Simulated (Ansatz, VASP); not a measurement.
# Cross-check of Ge7F2 between VASP and Ansatz, part 2 of 2

Wanted: the spread between two codes on one cell, functional and k mesh. The cell is taken from a series of runs on this material, whose earlier steps may have relaxed, scaled, displaced or heated it; both programs get it as it stands.

VASP 6.6.1 and Ansatz 0.2.0.

So far: The starting structure; Ansatz: single point, PBEsol.

### 3. VASP: single point, PBEsol

Level of this step: PBEsol; plane waves and PAW (Ge_d, F) (VASP).

The same cell, functional, mesh and smearing now go to VASP, with its own data sets.

Lines of VASP's logs that name or quote its potential files are left out, and so is its time.

File INCAR:

```
SYSTEM = Ge7F2
PREC = Accurate
ENCUT = 520
EDIFF = 1E-06
NELM = 120
ISMEAR = -1
SIGMA = 0.02
LREAL = .FALSE.
ALGO = Normal
GGA = PS
NBANDS = 138
LORBIT = 11
LWAVE = .FALSE.
LCHARG = .FALSE.
ISIF = 2
LDIPOL = .TRUE.
IDIPOL = 3
DIPOL = 0.5 0.5 0.5
LVHAR = .TRUE.
LASPH = .TRUE.
GGA_COMPAT = .FALSE.
EFERMI = MIDGAP
NELMDL = -8
KPAR = 4
```

File POSCAR:

```
Ge7F2
1.0
    4.0008101680      0.0000000000      0.0000000000
    0.0000000000      5.6580000000      0.0000000000
    0.0000000000      0.0000000000     52.8000000000
Ge F
14 4
Direct
    0.0000000000      0.0033928893      0.3862308782
    0.0000000000      0.7502319534      0.4241162141
    0.5000000000      0.4997680466      0.4241162141
    0.5000000000      0.2466071107      0.3862308782
    0.0000000000      0.0000971569      0.4620571897
    0.0000000000      0.7500229056      0.5000000000
    0.5000000000      0.4999770944      0.5000000000
    0.5000000000      0.2499028431      0.4620571897
    0.0000000000      0.0000971569      0.5379428103
    0.0000000000      0.7502319534      0.5758837859
    0.5000000000      0.4997680466      0.5758837859
    0.5000000000      0.2499028431      0.5379428103
    0.0000000000      0.0033928893      0.6137691218
    0.5000000000      0.2466071107      0.6137691218
    0.0000000000      0.8179703255      0.3598516400
    0.5000000000      0.4320296745      0.3598516400
    0.0000000000      0.8179703255      0.6401483600
    0.5000000000      0.4320296745      0.6401483600
```

File KPOINTS:

```
Automatic mesh
0
Gamma
6 4 1
0 0 0
```

PAW data sets: Ge_d and F (PBE family, release 64).

Run with:

```console
$ mpirun -np 4 vasp_std
```

Numbers of over 12 decimals in the logs are rounded to 6 here.

The log of the run:

```text
[banner, memory and clock lines left out]
running    4 mpi-ranks, on    1 nodes
 distrk:  each k-point on    1 cores,    4 groups
 distr:  one band on    1 cores,    1 groups

 POSCAR found type information on POSCAR GeF
 POSCAR found :  2 types and      18 ions
|                                                                             |
|               ----> ADVICE to this user running VASP <----                  |
|                                                                             |
|     You have a (more or less) 'large supercell' and for larger cells it     |
|     might be more efficient to use real-space projection operators.         |
|     Therefore, try LREAL= Auto in the INCAR file.                           |
|     Mind: For very accurate calculation, you might also keep the            |
|     reciprocal projection scheme (i.e. LREAL=.FALSE.).                      |
|                                                                             |

|                                                                             |
|               ----> ADVICE to this user running VASP <----                  |
|                                                                             |
|     You enforced a specific xc type in the INCAR file but a different       |
|     [... a line on the potential file left out ...]
|     I HOPE YOU KNOW WHAT YOU ARE DOING!                                     |
|                                                                             |

 LDA part: xc-table for (Slater+PW92), standard interpolation
|                                                                             |
|           W    W    AA    RRRRR   N    N  II  N    N   GGGG   !!!           |
|           W    W   A  A   R    R  NN   N  II  NN   N  G    G  !!!           |
|           W    W  A    A  R    R  N N  N  II  N N  N  G       !!!           |
|           W WW W  AAAAAA  RRRRR   N  N N  II  N  N N  G  GGG   !            |
|           WW  WW  A    A  R   R   N   NN  II  N   NN  G    G                |
|           W    W  A    A  R    R  N    N  II  N    N   GGGG   !!!           |
|                                                                             |
|     One of the lattice vectors is very long (>50 A), but AMIN is rather     |
|     large. This can spoil convergence since charge sloshing might occur     |
|     along the long lattice vector. If problems with convergence are         |
|     observed, try to decrease AMIN to a smaller value (e.g. 0.01).          |
|     Note: This warning only applies if the self-consistency cycle is        |
|     used.                                                                   |
|                                                                             |

 POSCAR, INCAR and KPOINTS ok, starting setup
 FFT: planning ... GRIDC
 FFT: planning ... GRID_SOFT
 FFT: planning ... GRID
 WAVECAR not read
 entering main loop
       N       E                     dE             d eps       ncg     rms          rms(c)
DAV:   1     0.293709024262E+04    0.29371E+04   -0.10565E+05  4238   0.257E+03
DAV:   2     0.537289321042E+03   -0.23998E+04   -0.23068E+04  4192   0.687E+02
DAV:   3    -0.256637065904E+02   -0.56295E+03   -0.54596E+03  4610   0.244E+02
DAV:   4    -0.885396505565E+02   -0.62876E+02   -0.62039E+02  3912   0.904E+01
DAV:   5    -0.910513980943E+02   -0.25117E+01   -0.25047E+01  4160   0.199E+01
DAV:   6    -0.911505169790E+02   -0.99119E-01   -0.99067E-01  4560   0.388E+00
DAV:   7    -0.911536816415E+02   -0.31647E-02   -0.31642E-02  4672   0.620E-01
DAV:   8    -0.911537994044E+02   -0.11776E-03   -0.11775E-03  4688   0.106E-01    0.131E+01
DAV:   9    -0.875402130039E+02    0.36136E+01   -0.85761E+00  4760   0.230E+01    0.663E+00
DAV:  10    -0.875036110634E+02    0.36602E-01   -0.36428E+00  3708   0.112E+01    0.401E+00
DAV:  11    -0.874297639288E+02    0.73847E-01   -0.12370E+00  4414   0.125E+01    0.179E+00
DAV:  12    -0.873489071024E+02    0.80857E-01   -0.34094E-01  4560   0.820E+00    0.309E-01
DAV:  13    -0.873657494623E+02   -0.16842E-01   -0.13931E-01  3686   0.207E+00    0.350E-01
DAV:  14    -0.873683789233E+02   -0.26295E-02   -0.25251E-02  4290   0.176E+00    0.890E-02
[...]
DAV:  22    -0.873717453687E+02   -0.66600E-04   -0.67505E-06  3520   0.348E-02    0.333E-03
DAV:  23    -0.873717997592E+02   -0.54391E-04   -0.32572E-06  2696   0.174E-02    0.189E-03
DAV:  24    -0.873718246053E+02   -0.24846E-04   -0.18183E-06  2568   0.622E-03    0.885E-04
DAV:  25    -0.873718416307E+02   -0.17025E-04   -0.34694E-07  2328   0.158E-02    0.876E-04
DAV:  26    -0.873718458704E+02   -0.42397E-05   -0.24665E-07  2218   0.406E-03    0.886E-04
DAV:  27    -0.873718494236E+02   -0.35532E-05   -0.14657E-07  2042   0.310E-03    0.213E-04
DAV:  28    -0.873718506225E+02   -0.11990E-05   -0.34612E-08  2024   0.243E-03    0.144E-04
DAV:  29    -0.873718512905E+02   -0.66790E-06   -0.19441E-08  1904   0.114E-03
   1 F= -.87371851E+02 E0= -.87371850E+02  d E =-.253899E-05
```

OUTCAR, selected parts (step 3):

```text
ion  position               nearest neighbor table
   1  0.000  0.003  0.386-  15 1.74   4 2.43   4 2.43   2 2.46
   2  0.000  0.750  0.424-   3 2.45   3 2.45   5 2.45   1 2.46
   3  0.500  0.500  0.424-   2 2.45   2 2.45   8 2.45   4 2.46
   4  0.500  0.247  0.386-  16 1.74   1 2.43   1 2.43   3 2.46
   5  0.000  0.000  0.462-   8 2.45   8 2.45   2 2.45   6 2.45
   6  0.000  0.750  0.500-   7 2.45   7 2.45   9 2.45   5 2.45
   7  0.500  0.500  0.500-   6 2.45   6 2.45  12 2.45   8 2.45
   8  0.500  0.250  0.462-   5 2.45   5 2.45   3 2.45   7 2.45
   9  0.000  0.000  0.538-  12 2.45  12 2.45  10 2.45   6 2.45
  10  0.000  0.750  0.576-  11 2.45  11 2.45   9 2.45  13 2.46
  11  0.500  0.500  0.576-  10 2.45  10 2.45  12 2.45  14 2.46
  12  0.500  0.250  0.538-   9 2.45   9 2.45  11 2.45   7 2.45
  13  0.000  0.003  0.614-  17 1.74  14 2.43  14 2.43  10 2.46
  14  0.500  0.247  0.614-  18 1.74  13 2.43  13 2.43  11 2.46
  15  0.000  0.818  0.360-   1 1.74
  16  0.500  0.432  0.360-   4 1.74
  17  0.000  0.818  0.640-  13 1.74
  18  0.500  0.432  0.640-  14 1.74

  LATTYP: Found a simple orthorhombic cell.
 ALAT       =     4.0008101680
 B/A-ratio  =     1.4142135624
 C/A-ratio  =    13.1973269870

 Subroutine GETGRP returns: Found  8 space group operations
 (whereof  4 operations were pure point group operations)

The static configuration has the point symmetry C_2v.
 The point group associated with its full space group is D_2h.

 Found     12 irreducible k-points:

   k-points           NKPTS =     12   k-points in BZ     NKDIM =     12   number of bands    NBANDS=    138

   dimension x,y,z NGX =    30 NGY =   42 NGZ =  400
   dimension x,y,z NGXF=    60 NGYF=   84 NGZF=  800

   ENCUT  =  520.0 eV  38.22 Ry    6.18 a.u.   7.44 10.52 98.17*2*pi/ulx,y,z

   NELECT =     224.0000    total number of electrons

 k-points in reciprocal lattice and weights: Automatic mesh
   0.00000000  0.00000000  0.00000000       0.042
   0.16666667  0.00000000  0.00000000       0.083
   0.33333333  0.00000000  0.00000000       0.083
   0.50000000  0.00000000  0.00000000       0.042
   0.00000000  0.25000000  0.00000000       0.083
   0.16666667  0.25000000  0.00000000       0.167
   0.33333333  0.25000000  0.00000000       0.167
   0.50000000  0.25000000  0.00000000       0.083
   0.00000000  0.50000000  0.00000000       0.042
   0.16666667  0.50000000  0.00000000       0.083
   0.33333333  0.50000000  0.00000000       0.083
   0.50000000  0.50000000  0.00000000       0.042

 dipolmoment           0.000000      0.000000      0.000000 electrons x Angstroem

 average (electrostatic) potential at core
       1 -82.6351       2 -82.4405       3 -82.4405       4 -82.6351       5 -82.4913
       6 -82.5137       7 -82.5137       8 -82.4913       9 -82.4913      10 -82.4405
      11 -82.4405      12 -82.4913      13 -82.6351      14 -82.6351      15 -82.9254
      16 -82.9254      17 -82.9254      18 -82.9254

 E-fermi :  -3.2957

 k-point     1 :       0.0000    0.0000    0.0000
  band No.  band energies     occupation
    ...
    108      -4.6335      2.00000
    109      -4.1590      2.00000
    110      -4.0538      2.00000
    111      -3.6487      2.00000
    112      -3.4871      1.99986
    113      -3.0857      0.00005
    114      -2.6690      0.00000
    115      -2.3330      0.00000
    116      -2.0203      0.00000
    117      -1.8794      0.00000
    ...

 k-point     2 :       0.1667    0.0000    0.0000
  band No.  band energies     occupation
    ...
    108      -5.5279      2.00000
    109      -5.0712      2.00000
    110      -4.9978      2.00000
    111      -4.5944      2.00000
    112      -4.3761      2.00000
    113      -2.2674      0.00000
    114      -1.9586      0.00000
    115      -1.7832      0.00000
    116      -1.5012      0.00000
    117      -1.2910      0.00000
    ...

 k-point     3 :       0.3333    0.0000    0.0000
  band No.  band energies     occupation
    ...
    108      -6.0002      2.00000
    109      -5.6108      2.00000
    110      -5.4587      2.00000
    111      -5.4197      2.00000
    112      -4.7033      2.00000
    113      -2.5764      0.00000
    114      -2.5313      0.00000
    115      -1.9338      0.00000
    116      -1.5155      0.00000
    117      -1.4887      0.00000
    ...

  Total        3.9119131      1.2113867      0.0413722      0.0000000      0.0000000      0.0000000
  in kB        5.2439069      1.6238600      0.0554593      0.0000000      0.0000000      0.0000000
  external PRESSURE =       2.3077420 kB  Pullay stress =       0.0000000 kB

  energy-cutoff  :      520.00
  volume of cell :     1195.21
      direct lattice vectors                 reciprocal lattice vectors
     4.000810168  0.000000000  0.000000000     0.249949375  0.000000000  0.000000000
     0.000000000  5.658000000  0.000000000     0.000000000  0.176740898  0.000000000
     0.000000000  0.000000000 52.800000000     0.000000000  0.000000000  0.018939394

 POSITION                                       TOTAL-FORCE (eV/Angst)
 -----------------------------------------------------------------------------------
      0.00000      0.01920     20.39299        -0.000000      0.062507      0.068442
      0.00000      4.24481     22.39334        -0.000000     -0.001579      0.000475
      2.00041      2.82769     22.39334         0.000000      0.001579      0.000475
      2.00041      1.39530     20.39299         0.000000     -0.062507      0.068442
      0.00000      0.00055     24.39662         0.000000      0.000801     -0.000656
      0.00000      4.24363     26.40000        -0.000000     -0.000567     -0.000000
      2.00041      2.82887     26.40000        -0.000000      0.000567     -0.000000
      2.00041      1.41395     24.39662        -0.000000     -0.000801     -0.000656
      0.00000      0.00055     28.40338         0.000000      0.000801      0.000656
      0.00000      4.24481     30.40666        -0.000000     -0.001579     -0.000475
      2.00041      2.82769     30.40666         0.000000      0.001579     -0.000475
      2.00041      1.41395     28.40338        -0.000000     -0.000801      0.000656
      0.00000      0.01920     32.40701        -0.000000      0.062507     -0.068442
      2.00041      1.39530     32.40701         0.000000     -0.062507     -0.068442
      0.00000      4.62808     19.00017        -0.000000     -0.054434     -0.067589
      2.00041      2.44442     19.00017        -0.000000      0.054434     -0.067589
      0.00000      4.62808     33.79983        -0.000000     -0.054434      0.067589
      2.00041      2.44442     33.79983        -0.000000      0.054434      0.067589
 -----------------------------------------------------------------------------------
    total drift:                                0.000000      0.000000      0.000000

  FREE ENERGIE OF THE ION-ELECTRON SYSTEM (eV)
  ---------------------------------------------------
  free  energy   TOTEN  =       -87.3718512905 eV

  energy  without entropy=      -87.3718487515  energy(sigma->0) =      -87.37185002

 vacuum level on the upper side and lower side of the slab         3.287         3.287

 total charge
# of ion       s       p       d       tot
------------------------------------------
    1        1.110   1.231  10.133  12.474
    2        1.127   1.264  10.021  12.412
    3        1.127   1.264  10.021  12.412
    4        1.110   1.231  10.133  12.474
    5        1.125   1.259  10.024  12.409
    6        1.126   1.256  10.024  12.406
    7        1.126   1.256  10.024  12.406
    8        1.125   1.259  10.024  12.409
    9        1.125   1.259  10.024  12.409
   10        1.127   1.264  10.021  12.412
   11        1.127   1.264  10.021  12.412
   12        1.125   1.259  10.024  12.409
   13        1.110   1.231  10.133  12.474
   14        1.110   1.231  10.133  12.474
   15        1.747   4.309   0.000   6.056
   16        1.747   4.309   0.000   6.056
   17        1.747   4.309   0.000   6.056
   18        1.747   4.309   0.000   6.056
--------------------------------------------------
tot         22.687  34.766 140.759 198.212

[... 3 further parts left out ...]
```

### 4. Comparison

Known differences besides the potentials themselves: Ansatz cuts the interaction across the vacuum, VASP repeats the sheet with a dipole correction; the cutoff is 420 eV in Ansatz and 520 eV in VASP; Ansatz makes its cores anew for this functional, VASP keeps those of its PBE data sets. Total energies have different zeros and are not compared.

Both answers:

| quantity | Ansatz | VASP | difference |
| --- | --- | --- | --- |
| gap on the k mesh (eV) | 0.389 | 0.393 | -0.004 |

Forces on 7 of the 18 atoms, those with the largest forces and the largest differences (eV/Å; atoms numbered as in POSCAR):

| atom | Ansatz x, y, z | VASP x, y, z |
| --- | --- | --- |
| Ge1 | 0.000, 0.003, -0.002 | 0.000, 0.063, 0.068 |
| Ge4 | 0.000, -0.003, -0.002 | 0.000, -0.063, 0.068 |
| Ge13 | 0.000, 0.003, 0.002 | 0.000, 0.063, -0.068 |
| Ge14 | 0.000, -0.003, 0.002 | 0.000, -0.063, -0.068 |
| F15 | 0.000, 0.001, 0.003 | 0.000, -0.054, -0.068 |
| F16 | 0.000, -0.001, 0.003 | 0.000, 0.054, -0.068 |
| F18 | 0.000, -0.001, -0.003 | 0.000, 0.054, 0.068 |

The forces differ by 35 meV/Å r.m.s., where the r.m.s. force is 0.001 eV/Å in Ansatz and 0.035 eV/Å in VASP: the atoms lie near their places of rest in Ansatz, so a percentage would say little (all taken over all components). A gap on the mesh is an upper bound, since the band edges may lie between its points. With vacuum in the cell, a pressure given here is an average over mostly empty space and none of the material.

### 5. Summary of results

```yaml
r_m_s_force_difference_single_point_pbesol: 35 meV/Å
```

What this shows: The r.m.s. force difference is 35 meV/Å (single point, PBEsol), beyond the 12 meV/Å picked in this series as the mark of a large difference. What causes the difference of the single point, PBEsol pair stays open here. How closely two codes agree says nothing of how well the functional describes the real material.

[Lines on the potential files, build, host, timing and source positions are cut from VASP's logs without a mark.]

[Logs are printed without paths, hosts, clocks, repeated set-up lines and the standing remarks that a program may print on its own settings, such as how far it seeks lower states.]

[Hosts, paths, dates, database ids (printed as entryN), source tags and the programs' standing remarks are cut or masked in the printed files.]
